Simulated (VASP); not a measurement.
A convergence study with VASP on CoO (rock salt, AFM-II order): a few settings are varied, all else stays as given below, so the limit is that of these other settings.

```
CoO
1.0
    4.26000     2.13000     2.13000
    2.13000     4.26000     2.13000
    2.13000     2.13000     4.26000
Co O
2 2
Cartesian
  0.00000   0.00000   0.00000
  4.26000   4.26000   4.26000
  2.13000   2.13000   2.13000
  6.39000   6.39000   6.39000
```
Starting moments (μB, in the order of the record's atoms Co Co O O): 3.0 -3.0 0.0 0.0.

All values below come from PBE GGA, VASP's PBE PAW potentials (set 64) (plane waves; VASP). The last row used: 700 eV cut-off, 10×10×10 Γ-centred mesh, second-order Methfessel-Paxton smearing of 0.010 eV, potentials Co O.

| setting | E (eV/atom) | pressure (GPa) | irreducible k-points |
|---|---|---|---|
| ISMEAR = -1, SIGMA = 0.01, 5×5×5 mesh | -6.5969 | -3.04 | 19 |
| ISMEAR = -1, SIGMA = 0.1, 5×5×5 mesh | -6.5989 | -4.55 | 19 |
| ISMEAR = -1, SIGMA = 0.2, 5×5×5 mesh | -6.6130 | -3.94 | 19 |
| ISMEAR = 0, SIGMA = 0.01, 5×5×5 mesh | -6.5968 | -3.01 | 19 |
| ISMEAR = 0, SIGMA = 0.05, 5×5×5 mesh | -6.5969 | -3.11 | 19 |
| ISMEAR = 0, SIGMA = 0.2, 5×5×5 mesh | -6.5977 | -4.62 | 19 |
| ISMEAR = 0, SIGMA = 0.4, 5×5×5 mesh | -6.6050 | -4.13 | 19 |
| ISMEAR = 1, SIGMA = 0.05, 5×5×5 mesh | -6.5969 | -3.02 | 19 |
| ISMEAR = 1, SIGMA = 0.1, 5×5×5 mesh | -6.5966 | -3.17 | 19 |
| ISMEAR = 1, SIGMA = 0.4, 5×5×5 mesh | -6.5973 | -4.66 | 19 |
| ISMEAR = 2, SIGMA = 0.01, 5×5×5 mesh | -6.5968 | -3.01 | 19 |
| ISMEAR = 2, SIGMA = 0.1, 5×5×5 mesh | -6.5968 | (withheld) | 19 |
| ISMEAR = 2, SIGMA = 0.2, 5×5×5 mesh | -6.5969 | (withheld) | 19 |
| ISMEAR = -1, SIGMA = 0.01, 10×10×10 mesh | -6.5980 | -3.55 | 116 |
| ISMEAR = -1, SIGMA = 0.05, 10×10×10 mesh | -6.5979 | -4.48 | 116 |
| ISMEAR = -1, SIGMA = 0.2, 10×10×10 mesh | -6.6137 | -3.92 | 116 |
| ISMEAR = -1, SIGMA = 0.4, 10×10×10 mesh | -6.6427 | -3.04 | 116 |
| ISMEAR = 0, SIGMA = 0.05, 10×10×10 mesh | -6.5980 | -3.85 | 116 |
| ISMEAR = 0, SIGMA = 0.1, 10×10×10 mesh | -6.5981 | -4.31 | 116 |
| ISMEAR = 0, SIGMA = 0.4, 10×10×10 mesh | -6.6056 | -4.11 | 116 |
| ISMEAR = 1, SIGMA = 0.01, 10×10×10 mesh | -6.5980 | -3.57 | 116 |
| ISMEAR = 1, SIGMA = 0.1, 10×10×10 mesh | -6.5983 | -3.79 | 116 |
| ISMEAR = 1, SIGMA = 0.2, 10×10×10 mesh | -6.5980 | -4.22 | 116 |
| ISMEAR = 2, SIGMA = 0.01, 10×10×10 mesh | -6.5980 | -3.55 | 116 |

### Question
What belongs in the gaps?

### Answer

- ISMEAR = 2, SIGMA = 0.1, 5×5×5 mesh, pressure (GPa): -2.97
- ISMEAR = 2, SIGMA = 0.2, 5×5×5 mesh, pressure (GPa): -4.00

VASP warned of too few bands at ISMEAR = -1, SIGMA = 0.4, 10×10×10 mesh.

Left out are rungs that failed or repeat a setting and relaxations that didn't move; long series are thinned to 24 rows.

The compound is CoO in the rock salt, AFM-II order structure. The cell was not relaxed at this level. The spin order is the one that the start imposed; others were not tried in this run.
